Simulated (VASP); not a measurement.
These are PBEsol GGA, VASP's PBE PAW potentials (set 64) (plane waves; VASP 6.6.1) values and carry that method's errors. For the first row: Run with 400 eV cut-off, 7×7×7 Γ-centred mesh, tetrahedra with Blöchl corrections, potentials La Al.

```
system                     energy (eV/atom)
-------------------------  ----------------
La3Al (space group Pm-3m)           -5.2301
La (dhcp)                           -5.3468
Al (fcc)                            -4.0930
```

The references are the elements' solids at the same level; no temperature or zero-point terms are added.

### Question
What is the formation energy per atom of La3Al?

### Answer
The references average (3×(-5.3468) + 1×(-4.0930))/4 = -5.0333 eV, so the formation energy is -5.2301 − (-5.0333) = -0.197 eV/atom.
